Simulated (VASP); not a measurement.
Output of a VASP run:

### OSZICAR
```
...
DAV:   5    -0.925128948964E+01    0.15915E-03   -0.38417E-04  4041   0.142E-01    0.795E-02
DAV:   6    -0.925128519383E+01    0.42958E-05   -0.14368E-05  3685   0.305E-02    0.814E-03
DAV:   7    -0.925128467216E+01    0.52167E-06   -0.21246E-07  2238   0.350E-03
   2 F= -.53848606E+01 E0= -.53849027E+01  d E =0.111340E+00
       N       E                     dE             d eps       ncg     rms          rms(c)
DAV:   1    -0.100008142644E+02   -0.74953E+00   -0.40928E+00  3767   0.121E+01    0.194E+00
DAV:   2    -0.990535702625E+01    0.95457E-01   -0.75262E-02  3719   0.220E+00    0.109E+00
DAV:   3    -0.986219845450E+01    0.43159E-01   -0.93919E-02  3729   0.182E+00    0.198E-01
DAV:   4    -0.986211815903E+01    0.80295E-04   -0.56570E-04  3726   0.220E-01    0.131E-01
DAV:   5    -0.986205655259E+01    0.61606E-04   -0.96566E-05  4035   0.757E-02    0.321E-02
DAV:   6    -0.986205775319E+01   -0.12006E-05   -0.90232E-06  3635   0.240E-02    0.657E-03
DAV:   7    -0.986205806877E+01   -0.31558E-06   -0.29677E-07  1798   0.387E-03
   3 F= -.55760922E+01 E0= -.55761942E+01  d E =-.798916E-01
       N       E                     dE             d eps       ncg     rms          rms(c)
DAV:   1    -0.985631862424E+01    0.57391E-02   -0.74174E-04  3746   0.167E-01    0.263E-02
DAV:   2    -0.985630260367E+01    0.16021E-04   -0.12984E-05  3677   0.285E-02    0.145E-02
DAV:   3    -0.985629607112E+01    0.65325E-05   -0.16399E-05  3727   0.240E-02    0.313E-03
DAV:   4    -0.985629603669E+01    0.34430E-07   -0.89378E-08  1717   0.284E-03
   4 F= -.55761231E+01 E0= -.55762270E+01  d E =-.799225E-01
       N       E                     dE             d eps       ncg     rms          rms(c)
DAV:   1    -0.984048406998E+01    0.15812E-01   -0.41841E-01  3528   0.401E+00    0.218E-01
DAV:   2    -0.984072199398E+01   -0.23792E-03   -0.10990E-02  3794   0.865E-01    0.991E-02
DAV:   3    -0.984036527883E+01    0.35672E-03   -0.70895E-04  4128   0.166E-01    0.259E-02
DAV:   4    -0.984035930611E+01    0.59727E-05   -0.25791E-05  4249   0.371E-02    0.180E-02
DAV:   5    -0.984035837808E+01    0.92802E-06   -0.30373E-06  3542   0.124E-02
   5 F= -.55865711E+01 E0= -.55866627E+01  d E =-.104480E-01
       N       E                     dE             d eps       ncg     rms          rms(c)
DAV:   1    -0.981020306866E+01    0.30156E-01   -0.72394E-01  3629   0.526E+00    0.299E-01
DAV:   2    -0.981049490284E+01   -0.29183E-03   -0.18733E-02  3735   0.114E+00    0.137E-01
DAV:   3    -0.980984759872E+01    0.64730E-03   -0.12952E-03  4066   0.225E-01    0.361E-02
DAV:   4    -0.980983844486E+01    0.91539E-05   -0.43380E-05  4211   0.498E-02    0.247E-02
DAV:   5    -0.980983676951E+01    0.16753E-05   -0.61593E-06  3856   0.174E-02    0.315E-03
DAV:   6    -0.980983668464E+01    0.84869E-07   -0.55707E-07  1814   0.647E-03
   6 F= -.55909539E+01 E0= -.55908968E+01  d E =-.148308E-01
       N       E                     dE             d eps       ncg     rms          rms(c)
DAV:   1    -0.980712679840E+01    0.27100E-02   -0.44307E-03  3689   0.410E-01    0.245E-02
DAV:   2    -0.980712851597E+01   -0.17176E-05   -0.11606E-04  3707   0.897E-02    0.114E-02
DAV:   3    -0.980712444800E+01    0.40680E-05   -0.79239E-06  4055   0.176E-02    0.287E-03
DAV:   4    -0.980712437647E+01    0.71529E-07   -0.24163E-07  1827   0.377E-03
   7 F= -.55909904E+01 E0= -.55909240E+01  d E =-.148673E-01
```

### OUTCAR
```
------------------------ aborting loop because EDIFF is reached ----------------------------------------
  FORCE on cell =-STRESS in cart. coord.  units (eV):
  Direction    XX          YY          ZZ          XY          YZ          ZX
  --------------------------------------------------------------------------------------
  Total        4.2373899      4.2551784      4.2534830      0.0000000     -0.0000000     -0.0054912
  in kB      201.0083152    201.8521426    201.7717198      0.0000000     -0.0000000     -0.2604829
  external PRESSURE =       1.5440592 kB  Pullay stress =     200.0000000 kB
  volume of cell :       33.77
      direct lattice vectors                 reciprocal lattice vectors
     3.165891627 -1.805318099 -0.113667284     0.153627500 -0.276959501 -0.119928836
     3.165891627  1.805318099 -0.113667284     0.153627500  0.276959501 -0.119928836
     2.243700424 -0.000000000  2.874155181     0.012151342  0.000000000  0.338442418
 POSITION                                       TOTAL-FORCE (eV/Angst)
 -----------------------------------------------------------------------------------
      2.06516     -0.00000      0.63741         0.008827     -0.000000      0.002724
      6.51032     -0.00000      2.00941        -0.008827      0.000000     -0.002724
 -----------------------------------------------------------------------------------
    total drift:                               -0.000000      0.000000     -0.000000
  FREE ENERGIE OF THE ION-ELECTRON SYSTEM (eV)
  ---------------------------------------------------
  free  energy   TOTEN  =        -9.8071243765 eV

  energy  without entropy=       -9.8069249898  energy(sigma->0) =       -9.80705791
  enthalpy is  TOTEN    =        -5.5909904308 eV   P V=        4.2161339456

 reached required accuracy - stopping structural energy minimisation
```
(Selected blocks of OUTCAR.)

File POSCAR:
```
As
1
    3.2914305127    -1.8441131213    -0.0983605740
    3.2914305127     1.8441131213    -0.0983605740
    2.3494221528     0.0000000000     2.9536681686
As
2
Direct
  0.2365173976   0.2365173976   0.2365173977
  0.7634826024   0.7634826024   0.7634826023
```

Write an INCAR and KPOINTS that could have produced this output.

This is not unique; one that fits is the input of the run itself, PBEsol GGA, plane waves, VASP's PBE PAW potentials (set 64).

INCAR:
```
# general
SYSTEM =As
PREC   =Accurate
ENCUT  =500   # plane-wave cut-off (eV)
LREAL  =F
LASPH  =T   # aspherical one-centre terms

# electronic loop
EDIFF  =1E-6
NELM   =100   # most electronic steps
ALGO   =Normal   # blocked Davidson
LMAXMIX=4   # l cut-off of mixed one-centre charges

# smearing
ISMEAR =1   # Methfessel-Paxton
SIGMA  =0.1   # width (eV)

# functional
GGA    =PS   # PBEsol

# ions
IBRION =2   # conjugate gradients
NSW    =40   # most ionic steps
ISIF   =3   # ions, shape and volume
EDIFFG =-0.02   # ionic stop
PSTRESS=200   # kbar

# output
LWAVE  =F
LCHARG =F
```

### KPOINTS
```
Automatic mesh
0
Gamma
12 12 12
0 0 0
```

POTCAR, in this order: As (PBE.64 set). Program: vasp_std.

Energy and stress use the plane-wave basis of the starting cell.

The compound is As in the a7 structure. This run relaxes it under an external pressure of 20 GPa. Symmetry was kept, so distortions that lower it aren't found.
